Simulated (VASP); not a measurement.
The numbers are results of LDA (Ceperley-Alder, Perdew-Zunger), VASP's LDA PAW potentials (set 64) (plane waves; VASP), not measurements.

VASP input:

**INCAR**
```
ALGO = Normal
EDIFF = 1E-7
ENCUT = 400
ICHARG = 11
ISMEAR = 0
LASPH = .TRUE.
LCHARG = .FALSE.
LMAXMIX = 4
LORBIT = 11
LREAL = .FALSE.
LWAVE = .FALSE.
NELM = 100
PREC = Accurate
SIGMA = 0.05
SYSTEM = PbSe
```

File POSCAR:
```
PbSe
1
    0.0000000000     3.0216902957     3.0216902957
    3.0216902957     0.0000000000     3.0216902957
    3.0216902957     3.0216902957     0.0000000000
Pb Se
1 1
Direct
  0.0000000000   0.0000000000   0.0000000000
  0.5000000000   0.5000000000   0.5000000000
```

File KPOINTS:
```
k-points along high-symmetry lines
15
Line-mode
Reciprocal
  0.000000   0.000000   0.000000 ! GAMMA
  0.500000   0.000000   0.500000 ! X

  0.500000   0.000000   0.500000 ! X
  0.625000   0.250000   0.625000 ! U

  0.375000   0.375000   0.750000 ! K
  0.000000   0.000000   0.000000 ! GAMMA

  0.000000   0.000000   0.000000 ! GAMMA
  0.500000   0.500000   0.500000 ! L

  0.500000   0.500000   0.500000 ! L
  0.500000   0.250000   0.750000 ! W

  0.500000   0.250000   0.750000 ! W
  0.500000   0.000000   0.500000 ! X
```

POTCAR, in this order: Pb_d Se (LDA.64 set). Program: vasp_std. Read from the step before: CHGCAR.

The resulting files:

**OSZICAR**
```
       N       E                     dE             d eps       ncg     rms          rms(c)
DAV:   1     0.146179804014E+03    0.14618E+03   -0.84367E+03  2520   0.120E+03
DAV:   2     0.101326324442E+01   -0.14517E+03   -0.14178E+03  2700   0.326E+02
DAV:   3    -0.981481217592E+01   -0.10828E+02   -0.10670E+02  3372   0.965E+01
DAV:   4    -0.100413050902E+02   -0.22649E+00   -0.22640E+00  2808   0.169E+01
DAV:   5    -0.100485493773E+02   -0.72443E-02   -0.72441E-02  3440   0.280E+00
DAV:   6    -0.100489663467E+02   -0.41697E-03   -0.41697E-03  3432   0.583E-01
DAV:   7    -0.100489694776E+02   -0.31310E-05   -0.31307E-05  3504   0.464E-02
DAV:   8    -0.100489695303E+02   -0.52720E-07   -0.52188E-07  3138   0.687E-03
   1 F= -.10048970E+02 E0= -.10048394E+02  d E =-.115010E-02
```

File OUTCAR:
```
 val. band max:        5.4374521364   @ k =   0.5000   0.5000   0.5000

 cond. band min:       5.4674750530   @ k =   0.5000   0.5000   0.5000



 k-point     1 :       0.0000    0.0000    0.0000
  band No.  band energies     occupation
      1     -11.4517      2.00000
      2     -11.4517      2.00000
      3     -11.4475      2.00000
      4     -11.4475      2.00000
      5     -11.4475      2.00000
      6      -8.5486      2.00000
      7      -0.9195      2.00000
      8       3.3548      2.00000
      9       3.3548      2.00000
     10       3.3548      2.00000
     11      10.0861      0.00000
     12      10.0861      0.00000
     13      10.0861      0.00000
     14      11.7942      0.00000

 k-point     2 :       0.0357    0.0000    0.0357
  band No.  band energies     occupation
      1     -11.4526      2.00000
      2     -11.4514      2.00000
      3     -11.4478      2.00000
      4     -11.4469      2.00000
      5     -11.4469      2.00000
      6      -8.5345      2.00000
      7      -0.9719      2.00000
      8       3.3339      2.00000
      9       3.3339      2.00000
     10       3.4442      2.00000
     11       9.7939      0.00000
     12      10.0557      0.00000
     13      10.0557      0.00000
     14      11.6474      0.00000

 k-point     3 :       0.0714    0.0000    0.0714
  band No.  band energies     occupation
      1     -11.4555      2.00000
      2     -11.4506      2.00000
      3     -11.4486      2.00000
      4     -11.4450      2.00000
      5     -11.4450      2.00000
      6      -8.4922      2.00000
      7      -1.1141      2.00000
      8       3.2727      2.00000
      9       3.2727      2.00000
     10       3.6908      2.00000
     11       9.1153      0.00000
     12       9.9902      0.00000
     13       9.9902      0.00000
     14      11.3268      0.00000

 k-point     4 :       0.1071    0.0000    0.1071
  band No.  band energies     occupation
      1     -11.4607      2.00000
...
```

The density is held fixed in this step, so its total energy and stress have no physical meaning. Unless said otherwise, spin-orbit coupling is left out, though it shifts the bands of the heavy elements here.

The structure comes from a computed database's PbSe entry (Fm-3m); how it stands against other phases isn't given here. It was relaxed first, which changed the volume by -7 %.
